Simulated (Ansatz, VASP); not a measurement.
**Cross-check of Sb (Antimony) between VASP and Ansatz**

Wanted: the spread between two codes on one cell, functional and k mesh. The cell is taken from a series of runs on this material, whose earlier steps may have relaxed, scaled, displaced or heated it; both programs get it as it stands.

Method: plane waves, with VASP 6.6.1 beside it; zone-centre phonons at PBEsol, in Ansatz 0.2.0.

## 1. Set-up

The structure is trigonal, space group R-3m (No. 166). Conventional cell: a = 4.368 Å, b = 4.368 Å, c = 11.484 Å, α = 90.00°, β = 90.00°, γ = 120.00°. Nearest to Sb lie 3 Sb at 2.94 Å.

As a file:

```cif
data_structure
_symmetry_space_group_name_H-M 'R-3m:H'
_symmetry_Int_Tables_number 166
_cell_length_a 4.3684
_cell_length_b 4.3684
_cell_length_c 11.4836
_cell_angle_alpha 90.000
_cell_angle_beta 90.000
_cell_angle_gamma 120.000
_cell_volume 189.78
loop_
_atom_site_label
_atom_site_type_symbol
_atom_site_symmetry_multiplicity
_atom_site_Wyckoff_symbol
_atom_site_fract_x
_atom_site_fract_y
_atom_site_fract_z
_atom_site_occupancy
Sb1 Sb 6 c 0.00000 0.00000 0.23260 1
```

## 2. Ansatz: zone-centre phonons, PBEsol

Ansatz runs on its PAW soft_1 files.

Second derivatives magnify differences that forces hide, and they need a tight electronic threshold.

Input file input.yaml:

```yaml
crystal:
  lattice:
    - [2.1842097596, 1.2610540927, 3.8278716118]
    - [-2.1842097596, 1.2610540927, 3.8278716118]
    - [0.0, -2.5221081853, 3.8278716119]
  atoms:
    - { symbol: Sb, position: [0.2326006214, 0.2326006214, 0.2326006214] }
    - { symbol: Sb, position: [0.7673993786, 0.7673993786, 0.7673993786] }
kpoints:
  mp_grid: { grid: [12, 12, 12] }
hamiltonian:
  xc: pbesol
  pseudopotentials: { kind: paw, azcp: { folder: soft_1 }, xc_functional: pbe }
scf:
  occupations: { method: methfessel_paxton, width: 0.2 }
output:
  eigenvalues: true
phonons:
  method: dfpt
```

On the command line:

```sh
ansatz run input.yaml --threads 4 --pin off --max-ram 10240MiB --backend cpu --events-out ev --progress --plain --runs-dir out
```

Numbers of over 12 decimals in the logs are rounded to 6 here.

Log:

```text
Engine: ansatz 0.2.0, x86_64-unknown-linux-gnu
Pseudopotentials: kind: paw
Pseudopotential: Sb, paw, valence charge 15, recommended cutoff 420 eV (normal), soft_1/Sb.paw.azcp
Functional definition: PBEsol
  exchange = pbesol_x
  correlation = pbesol_c
Crystal: 2 atoms, lattice volume = 63.261 Å³
Basis set: ecut = 420 eV, 1243 PW (Γ), exchange–correlation on 64×64×64 points (8 copies of the dense FFT grid, shifted against one another)
Bands: 19, of which v1, the nominal top of the filled ones, is band 15 counted from 1 (14 counted from 0)
Symmetry: 12 space group operations
k-points: 476 of 1728 (irreducible under 2 space group operations, time reversal used)
Non-local potential: Sb, projectors of the file, l = 0: 2, l = 1: 2, l = 2: 2, l = 3: 1
PAW form: soft (Blöchl's): semilocal exchange-correlation on the pseudo side does not see the compensation charge
PAW frozen core: Sb, regenerated for the run's functional, and the local potential with it (the file was generated under x = pbe(κ = 0.804, μ = 0.219515), c = pbe(β = 0.066725))
PAW one-centre angular grid: Sb, 590 points (default); XC on 64 Gauss nodes
Initial density: superposition of atomic densities (chi_scale 0.1, normalization cell)
Initial wavefunctions: pseudopotential atomic-orbital guess
Functional: x = pbesol(κ = 0.804, μ = 0.123457), c = pbesol(β = 0.046)
SCF iter   1: F=—  HF=-12816.315225 eV  |F-HF|=—  |Δ(HF+E_count)|=         —  Δρ=1.46e-2  dr2=1.05e-1  ethr=3.10e-3  ⟨swp⟩=5.9  Hψ=46854  notcnv=0
preconditioner: auto → Kerker (q_TF=auto, 2.409 Å⁻¹)  [metal: Δε(μ)=0.105 eV  Ē_g=8.459 eV  σ=0.200 eV  W_gap=0.41  n_scr=14 (ndim 8)  ℏωp=14.8 eV  f_vac=0.000  D(μ)=0.09/eV (n_scr^D=0)]
SCF iter   2: F=—  HF=-12816.305856 eV  |F-HF|=—  |Δ(HF+E_count)|=   9.37e-3  S|Δr|=    0.00e0  Δρ=9.41e-3  dr2=4.44e-2  ethr=3.49e-4  ⟨swp⟩=1.0  Hψ=12852  notcnv=0
SCF iter   3: F=—  HF=-12816.301087 eV  |F-HF|=—  |Δ(HF+E_count)|=   4.77e-3  S|Δr|=    0.00e0  Δρ=1.07e-3  dr2=1.13e-3  ethr=1.48e-4  ⟨swp⟩=1.1  Hψ=9832  notcnv=0
SCF iter   4: F=—  HF=-12816.301356 eV  |F-HF|=—  |Δ(HF+E_count)|=   2.69e-4  S|Δr|=    0.00e0  Δρ=4.34e-4  dr2=1.94e-4  ethr=3.77e-6  ⟨swp⟩=2.0  Hψ=11106  notcnv=0
SCF iter   5: F=—  HF=-12816.301416 eV  |F-HF|=—  |Δ(HF+E_count)|=   6.00e-5  S|Δr|=    0.00e0  Δρ=9.54e-5  dr2=6.92e-6  ethr=6.47e-7  ⟨swp⟩=2.0  Hψ=11428  notcnv=0
SCF iter   6: F=—  HF=-12816.301418 eV  |F-HF|=—  |Δ(HF+E_count)|=   2.32e-6  S|Δr|=    0.00e0  Δρ=2.78e-5  dr2=3.26e-7  ethr=2.31e-8  ⟨swp⟩=2.1  Hψ=14888  notcnv=0
SCF iter   7: F=—  HF=-12816.301419 eV  |F-HF|=—  |Δ(HF+E_count)|=   6.54e-7  S|Δr|=    0.00e0  Δρ=5.27e-6  dr2=1.65e-8  ethr=1.09e-9  ⟨swp⟩=3.0  Hψ=16729  notcnv=0
SCF iter   8: F=—  HF=-12816.301419 eV  |F-HF|=—  |Δ(HF+E_count)|=   3.81e-9  S|Δr|=    0.00e0  Δρ=1.68e-6  dr2=2.48e-9  ethr=5.49e-11  ⟨swp⟩=2.1  Hψ=15784  notcnv=0
SCF iter   9: F=—  HF=-12816.301419 eV  |F-HF|=—  |Δ(HF+E_count)|=  1.06e-10  S|Δr|=    0.00e0  Δρ=4.58e-7  dr2=1.55e-10  ethr=8.27e-12  ⟨swp⟩=2.5  Hψ=13149  notcnv=0
SCF iter  10: F=—  HF=-12816.301419 eV  |F-HF|=—  |Δ(HF+E_count)|=  1.09e-11  S|Δr|=    0.00e0  Δρ=1.33e-7  dr2=1.45e-11  ethr=1.00e-12  ⟨swp⟩=1.5  Hψ=10271  notcnv=0
SCF iter  11: F=-12816.301419 eV  HF=-12816.301419 eV  |F-HF|=3.64e-12  |Δ(HF+E_count)|=  7.28e-12  S|Δr|=    0.00e0  Δρ=4.43e-8  dr2=2.03e-12  ethr=1.00e-12  ⟨swp⟩=6.0  Hψ=36379  notcnv=0
SCF 1 converged in 11 iterations: F = -12816.301419 eV  dr2 = 2.03e-12
  greatest PAW one-centre occupation: 0.996 electrons in one spin orbital (limit 2), on the Sb atom at site 1 (counted from 0), in its partial waves of l = 2
DFPT response loops at Γ: preconditioner auto → Kerker (q_TF=auto, 2.409 Å⁻¹) (partly filled bands, converged f_vac=0.003); β = 1.00, the filter's whole step (`scf.mixing.beta` (0.50) is not read by the response loops under this deck's `scf.mixing.preconditioner`; to damp them name `kerker` or `kerker_dos`, under which they read `scf.mixing.beta`, and type it under 1.00, their step now; both keys bind the ground state too); Broyden in place of MSR1
SCF converged after 11 iterations
Stability not checked: this state was not tested for a lower state beside it, because cold or Methfessel-Paxton smearing, or corrected tetrahedra, fill the levels in a way that the test cannot read (fill_not_monotonic; see scf.lower_state_search)
Free energy (F): -12816.301419 eV
Harris-Foulkes:  -12816.301419 eV  (|F-HF|=3.64e-12)
Internal energy: -12816.303163 eV  (E = F + TS)
E sigma→0 (E₀):  -12816.301855 eV
Entropy (-TS):   0.001744 eV (0.872 meV/atom)
Fermi energy:    9.392894 eV
--- Per-component energies (eV) ---
  E_band       = -353.235157
  E_kinetic    = 324.788920
  E_local      = -3244.493577  (includes V_loc(G=0)·N_el)
  E_nonlocal   = 782.191536
  E_hartree    = 1339.329278
  E_xc         = -196.047781
  E_vxc        = -181.052639  (∫ρ·V_xc dr)
  E_paw        = -8934.691944  (= ΣΔE_a)
  E_vpaw       = -713.328243  (= ΣTr[D̂ρ^β])
  E_aug_tail   = 0.000268  (compensation charges beyond the density's cutoff)
  E_ewald      = -2888.043573
  E_core_change = 0.663710  (= ΣΔE_core)
  E_smearing   = 0.001744  (= −TS)
  E_closure    = -0.000000  (closes the sum)
  Σ components = -12816.301419   (vs F -12816.301419, Δ=0.00e0)
--- Band table (eV; the first three rows and the last of 476) ---
  k-point 0: bands = [... 11 lower, 4.3874, 7.5140, 7.7531, 7.7531, 11.4240, 12.0514, 12.0514, 14.6532]
  k-point 1: bands = [... 11 lower, 4.0957, 7.5433, 7.7323, 7.8355, 11.4079, 11.8399, 11.8891, 14.2739]
  k-point 2: bands = [... 11 lower, 3.3761, 7.5423, 7.6820, 8.0732, 11.1585, 11.3832, 11.4624, 14.0382]
  k-point 475: bands = [... 11 lower, 0.7005, 8.1962, 8.1962, 8.8676, 9.6829, 9.6829, 10.5124, 16.2554]
--- Phonons (Γ-DFPT): 2 representative perturbations + reference, on 476 of 1728 k-points (Σ response iterations 6) ---
  k mesh reduced under 2 symmetry operations, with k and −k counted as one. Each operation leaves every solved perturbation unchanged. A smaller set is not used because it would not reduce the number of displacements times k-points to solve
  ASR residual: 1.623e-5 → 0.000e0 eV/Å²; symmetrization residual: 2.144e-5 eV/Å²
  ASR residual per site (eV/Å²): 1.62e-5 1.62e-5
  Γ frequencies (cm⁻¹): 0.00 0.00 0.00 106.49 106.49 147.85
  non-analytic LO–TO correction: not included (Born effective charges unavailable; polar crystals: no LO–TO splitting at Γ)
```

The column dr2 measures how far the density is from self-consistency, as an energy; F and HF (Harris–Foulkes) agree once it is small.

## 3. VASP: zone-centre phonons, PBEsol

The same cell, functional, mesh and smearing now go to VASP, with its own data sets.

Lines of VASP's logs that name or quote its potential files are left out, and so is its time.

Input file INCAR:

```
SYSTEM = Sb
PREC = Accurate
ENCUT = 500
EDIFF = 1E-08
NELM = 120
ISMEAR = 1
SIGMA = 0.2
LREAL = .FALSE.
ALGO = Normal
GGA = PS
NBANDS = 11
LORBIT = 11
LWAVE = .FALSE.
LCHARG = .FALSE.
ISIF = 2
IBRION = 8
LASPH = .TRUE.
GGA_COMPAT = .FALSE.
KPAR = 2
```

Input file POSCAR:

```
Sb
1.0
    2.1842097596      1.2610540927      3.8278716118
   -2.1842097596      1.2610540927      3.8278716118
    0.0000000000     -2.5221081853      3.8278716119
Sb
2
Direct
    0.2326006214      0.2326006214      0.2326006214
    0.7673993786      0.7673993786      0.7673993786
```

Input file KPOINTS:

```
Automatic mesh
0
Gamma
12 12 12
0 0 0
```

PAW data sets: Sb (PBE family, release 64).

On the command line:

```sh
mpirun -np 2 vasp_std
```

Log:

```text
[banner, memory and clock lines left out]
running    2 mpi-ranks, on    1 nodes
 distrk:  each k-point on    1 cores,    2 groups
 distr:  one band on    1 cores,    1 groups

 POSCAR found type information on POSCAR Sb
 POSCAR found :  1 types and       2 ions
|                                                                             |
|               ----> ADVICE to this user running VASP <----                  |
|                                                                             |
|     You enforced a specific xc type in the INCAR file but a different       |
|     [... a line on the potential file left out ...]
|     I HOPE YOU KNOW WHAT YOU ARE DOING!                                     |
|                                                                             |

 LDA part: xc-table for (Slater+PW92), standard interpolation
 POSCAR, INCAR and KPOINTS ok, starting setup
 FFT: planning ... GRIDC
 FFT: planning ... GRID_SOFT
 FFT: planning ... GRID
 WAVECAR not read
 entering main loop
       N       E                     dE             d eps       ncg     rms          rms(c)
DAV:   1     0.337372147568E+02    0.33737E+02   -0.34844E+03  4158   0.687E+02
DAV:   2    -0.719935214707E+01   -0.40937E+02   -0.39574E+02  5466   0.110E+02
DAV:   3    -0.908822057446E+01   -0.18889E+01   -0.18704E+01  5156   0.266E+01
DAV:   4    -0.910699740046E+01   -0.18777E-01   -0.18770E-01  4752   0.298E+00
DAV:   5    -0.910721699244E+01   -0.21959E-03   -0.21959E-03  4811   0.375E-01    0.272E+00
DAV:   6    -0.909736798178E+01    0.98490E-02   -0.26726E-03  4755   0.311E-01    0.163E+00
DAV:   7    -0.909126119953E+01    0.61068E-02   -0.64892E-03  4551   0.477E-01    0.607E-02
DAV:   8    -0.909129376752E+01   -0.32568E-04   -0.17879E-04  4752   0.913E-02    0.196E-02
DAV:   9    -0.909130401149E+01   -0.10244E-04   -0.20332E-05  4722   0.283E-02    0.617E-03
DAV:  10    -0.909130339612E+01    0.61537E-06   -0.32468E-06  4713   0.977E-03    0.869E-04
DAV:  11    -0.909130343156E+01   -0.35447E-07   -0.19899E-07  4701   0.303E-03    0.576E-04
DAV:  12    -0.909130347352E+01   -0.41952E-07   -0.24201E-08  4737   0.883E-04    0.164E-04
DAV:  13    -0.909130348918E+01   -0.15660E-07   -0.17516E-09  2373   0.262E-04    0.425E-05
DAV:  14    -0.909130348784E+01    0.13403E-08   -0.26893E-10  2286   0.123E-04
   1 F= -.90913035E+01 E0= -.90919127E+01  d E =0.182766E-02
 Linear response reoptimize wavefunctions to high precision
DAV:   1    -0.909130348794E+01   -0.10260E-09   -0.26424E-11  2529   0.461E-05
DAV:   2    -0.909130348794E+01   -0.36948E-11   -0.35294E-12  2268   0.191E-05
 Linear response DOF=           2
 Linear response progress:
  Degree of freedom:   1/  2
       N       E                     dE             d eps       ncg     rms          rms(c)
RMM:   1    -0.250592943451E-01   -0.25059E-01    0.26027E-02 38397   0.115E+00
RMM:   2    -0.248030780303E-01    0.25622E-03   -0.15512E-03 30107   0.233E-01    0.441E-02
RMM:   3    -0.247832054567E-01    0.19873E-04   -0.41620E-05 31905   0.386E-02    0.262E-02
RMM:   4    -0.247926266770E-01   -0.94212E-05   -0.17720E-05 32017   0.188E-02    0.222E-03
RMM:   5    -0.247986428772E-01   -0.60162E-05   -0.16010E-06 32666   0.338E-03    0.911E-04
RMM:   6    -0.248004867738E-01   -0.18439E-05   -0.13686E-07 32218   0.915E-04    0.278E-04
RMM:   7    -0.247996748618E-01    0.81191E-06    0.13048E-07 33128   0.223E-04    0.614E-05
RMM:   8    -0.247995466598E-01    0.12820E-06    0.53131E-08 33687   0.552E-05    0.119E-05
RMM:   9    -0.247995347356E-01    0.11924E-07    0.34179E-09 33613   0.145E-05    0.128E-06
RMM:  10    -0.247995275455E-01    0.71900E-08    0.93612E-10 31917   0.386E-06    0.656E-07
 first order change of Fermi-energy  -0.33426E-04
 force on displaced ion       1 direction 1 :  -2.653   0.000   0.000
 Linear response progress:
  Degree of freedom:   2/  2
       N       E                     dE             d eps       ncg     rms          rms(c)
RMM:   1    -0.261787866540E-01   -0.26179E-01    0.21922E-02  8057   0.116E+00
RMM:   2    -0.253251764765E-01    0.85361E-03   -0.14972E-03  6453   0.237E-01    0.462E-02
RMM:   3    -0.251882175508E-01    0.13696E-03   -0.48781E-05  6920   0.436E-02    0.279E-02
RMM:   4    -0.250785326773E-01    0.10968E-03   -0.31997E-05  6788   0.264E-02    0.761E-03
RMM:   5    -0.250828807765E-01   -0.43481E-05   -0.82192E-07  6993   0.545E-03    0.278E-03
RMM:   6    -0.250847525327E-01   -0.18718E-05   -0.60578E-08  7048   0.118E-03    0.738E-04
RMM:   7    -0.250840639661E-01    0.68857E-06    0.44670E-09  7119   0.336E-04    0.248E-04
RMM:   8    -0.250840870541E-01   -0.23088E-07    0.24240E-09  7157   0.846E-05    0.413E-05
RMM:   9    -0.250840958524E-01   -0.87983E-08   -0.21874E-10  7267   0.227E-05    0.152E-05
 first order change of Fermi-energy   0.56952E+00
 force on displaced ion       1 direction 3 :   0.000  -0.000  -5.031
 Linear response finished
```

From OUTCAR (step 3):

```text
ion  position               nearest neighbor table
   1  0.233  0.233  0.233-   2 2.94   2 2.94   2 2.94   2 3.42   2 3.42   2 3.42
   2  0.767  0.767  0.767-   1 2.94   1 2.94   1 2.94   1 3.42   1 3.42   1 3.42

  LATTYP: Found a trigonal (rhomboedric) cell.
 ALAT       =     4.5840626932
 COS(alpha) =     0.5459354621

 Subroutine GETGRP returns: Found 12 space group operations
 (whereof 12 operations were pure point group operations)

The static configuration has the point symmetry D_3d.

 Found    189 irreducible k-points:

   k-points           NKPTS =    189   k-points in BZ     NKDIM =    189   number of bands    NBANDS=     11

   dimension x,y,z NGX =    36 NGY =   36 NGZ =   36
   dimension x,y,z NGXF=    72 NGYF=   72 NGZF=   72

   ENCUT  =  500.0 eV  36.75 Ry    6.06 a.u.   8.36  8.36  8.36*2*pi/ulx,y,z

   NELECT =      10.0000    total number of electrons

 k-points in reciprocal lattice and weights: Automatic mesh
   0.00000000  0.00000000  0.00000000       0.001
   0.08333333 -0.00000000  0.00000000       0.003
   0.16666667 -0.00000000  0.00000000       0.003
   0.25000000  0.00000000  0.00000000       0.003
   0.33333333  0.00000000 -0.00000000       0.003
   0.41666667  0.00000000  0.00000000       0.003
   0.50000000  0.00000000  0.00000000       0.002
   0.08333333  0.08333333  0.00000000       0.003
   0.16666667  0.08333333  0.00000000       0.007
[...]
-0.41666667  0.50000000  0.41666667       0.003
   0.50000000  0.50000000  0.50000000       0.001

 average (electrostatic) potential at core
       1 -86.2116       2 -86.2116

  Total       -0.7592652     -0.7592652     -0.7808065      0.0000000      0.0000000      0.0000000
  in kB      -19.2294728    -19.2294728    -19.7750373      0.0000000      0.0000000      0.0000000
  external PRESSURE =     -19.4113276 kB  Pullay stress =       0.0000000 kB

  energy-cutoff  :      500.00
  volume of cell :       63.26
      direct lattice vectors                 reciprocal lattice vectors
     2.184209760  1.261054093  3.827871612     0.228915743  0.132164566  0.087080594
    -2.184209760  1.261054093  3.827871612    -0.228915743  0.132164566  0.087080594
     0.000000000 -2.522108185  3.827871612     0.000000000 -0.264329132  0.087080594

 POSITION                                       TOTAL-FORCE (eV/Angst)
 -----------------------------------------------------------------------------------
      0.00000      0.00000      2.67110         0.000000      0.000000      0.048740
      0.00000      0.00000      8.81252         0.000000     -0.000000     -0.048740
 -----------------------------------------------------------------------------------
    total drift:                                0.000000      0.000000     -0.000000

 Eigenvectors and eigenvalues of the dynamical matrix
 ----------------------------------------------------

   1 f  =    4.494321 THz    28.238653 2PiTHz  149.914419 cm-1    18.587011 meV
             X         Y         Z           dx          dy          dz
      0.000000  0.000000  2.671096     0.000000   -0.000000    0.707107
      0.000000  0.000000  8.812519    -0.000000    0.000000   -0.707107

   2 f  =    3.263468 THz    20.504971 2PiTHz  108.857559 cm-1    13.496611 meV
             X         Y         Z           dx          dy          dz
      0.000000  0.000000  2.671096     0.707107    0.000013    0.000000
      0.000000  0.000000  8.812519    -0.707107   -0.000013   -0.000000

   3 f  =    3.263468 THz    20.504971 2PiTHz  108.857559 cm-1    13.496611 meV
             X         Y         Z           dx          dy          dz
      0.000000  0.000000  2.671096     0.000013   -0.707107   -0.000000
      0.000000  0.000000  8.812519    -0.000013    0.707107    0.000000

   4 f  =    0.000000 THz     0.000000 2PiTHz    0.000001 cm-1     0.000000 meV
             X         Y         Z           dx          dy          dz
      0.000000  0.000000  2.671096     0.000003    0.566903    0.422635
      0.000000  0.000000  8.812519     0.000003    0.566903    0.422635

   5 f  =    0.000000 THz     0.000000 2PiTHz    0.000000 cm-1     0.000000 meV
             X         Y         Z           dx          dy          dz
      0.000000  0.000000  2.671096     0.707107   -0.000001   -0.000003
      0.000000  0.000000  8.812519     0.707107   -0.000001   -0.000003

   6 f/i=    0.000000 THz     0.000000 2PiTHz    0.000001 cm-1     0.000000 meV
             X         Y         Z           dx          dy          dz
      0.000000  0.000000  2.671096     0.000002   -0.422635    0.566903
      0.000000  0.000000  8.812519     0.000002   -0.422635    0.566903

 ELASTIC MODULI CONTR FROM IONIC RELAXATION (kBar)
 Direction    XX          YY          ZZ          XY          YZ          ZX
 --------------------------------------------------------------------------------
 XX        -108.4216    -51.3490   -140.1045     -0.0000     83.6214      0.0000
 YY         -51.3490   -108.4216   -140.1045      0.0000    -83.6214     -0.0000
 ZZ        -140.1045   -140.1045   -245.7182     -0.0000      0.0000      0.0000
 XY          -0.0000      0.0000     -0.0000    -28.5363      0.0000     80.9099
 YZ          83.6214    -83.6214      0.0000      0.0000   -245.0400     -0.0000
 ZX           0.0000     -0.0000      0.0000     80.9099     -0.0000   -229.4063
 --------------------------------------------------------------------------------
```

## 4. Differences

Known differences besides the potentials themselves: the data sets hold 30 valence electrons in Ansatz (on its PAW soft_1 files) and 10 in VASP; the cutoff is 420 eV in Ansatz and 500 eV in VASP; Ansatz makes its cores anew for this functional, VASP keeps those of its PBE data sets. Total energies have different zeros and are not compared.

Both answers:

| quantity | Ansatz | VASP | difference |
| --- | --- | --- | --- |
| optical mode 1 to 2 (cm⁻¹) | 106.5 | 108.9 | -2.17 % |
| optical mode 3 (cm⁻¹) | 147.8 | 149.9 | -1.38 % |

Modes are paired by rising frequency, not by their patterns, so a pair may set unlike modes beside each other; they are those without the splitting of longitudinal modes.

## 5. What came out

```
r.m.s. difference of the optical zone-centre modes, each program's sorted by frequency (zone-centre phonons, PBEsol) : 2.3 cm⁻¹
difference in optical mode 1 to 2 (zone-centre phonons, PBEsol)                                                      : -2.2 %
```

The r.m.s. difference of the optical zone-centre modes, each program's sorted by frequency is 2.3 cm⁻¹ (zone-centre phonons, PBEsol). The data sets hold unlike numbers of valence electrons (30 in Ansatz and 10 in VASP), so part of the differences comes from the potentials. Among the rows given in per cent, the largest difference of the zone-centre phonons, PBEsol pair is in optical mode 1 to 2, -2.2 %. Such differences can come from data sets, numerical settings and the points named under the comparisons, not from the functional's error against experiment.

[Lines on the potential files, build, host, timing and source positions are cut from VASP's logs without a mark.]

[Logs are printed without paths, hosts, clocks, repeated set-up lines and the standing remarks that a program may print on its own settings, such as how far it seeks lower states.]

[Hosts, paths, dates, database ids (printed as entryN), source tags and the programs' standing remarks are cut or masked in the printed files.]
